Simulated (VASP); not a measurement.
Given:

```
CELL_PARAMETERS angstrom
      2.15386    -3.73059     0.00000
      2.15386     3.73059     0.00000
      0.00000     0.00000     5.89416
ATOMIC_POSITIONS crystal
  Te 0.00000 0.27812 0.66667
  Te 0.72188 0.72188 0.00000
  Te 0.27812 0.00000 0.33333
```

Method: rev-vdW-DF2, VASP's PBE PAW potentials (set 64) (plane waves; VASP). Settings: 520 eV cut-off, 6×6×4 Γ-centred mesh, Gaussian smearing of 0.050 eV, potentials Te.

The ions and cell shape at fixed volume are relaxed. Which structure does the run end with?

```
CELL_PARAMETERS angstrom
      2.13057    -3.69026     0.00000
      2.13057     3.69026     0.00000
      0.00000     0.00000     6.02370
ATOMIC_POSITIONS crystal
  Te 0.00000 0.28723 0.66667
  Te 0.71277 0.71277 0.00000
  Te 0.28723 0.00000 0.33333
```
Space group P3_121 (152), at a tolerance of 0.03 Å.

How much energy does the relaxation gain?

The energy (σ→0) changes by -8.2 meV/atom, in 7 ionic steps.

| step | E(σ→0) (eV) | max force (eV/Å) | pressure (GPa) | volume (Å³) |
|---|---|---|---|---|
| 1 | -4.4443 | 0.272 | 3.54 | 94.72 |
| 2 | -4.4586 | 0.171 | 3.04 | 94.72 |
| 3 | -4.4685 | 0.008 | 2.06 | 94.72 |
| 4 | -4.4689 | 0.015 | 2.20 | 94.72 |
| 5 | -4.4688 | 0.019 | 2.22 | 94.72 |
| 6 | -4.4689 | 0.015 | 2.23 | 94.72 |
| 7 | -4.4690 | 0.009 | 2.23 | 94.72 |

The compound is Te in the trig structure. This cell is one point of a volume scan, at 0.94 of the reference volume. Symmetry was kept, so distortions that lower it aren't found.
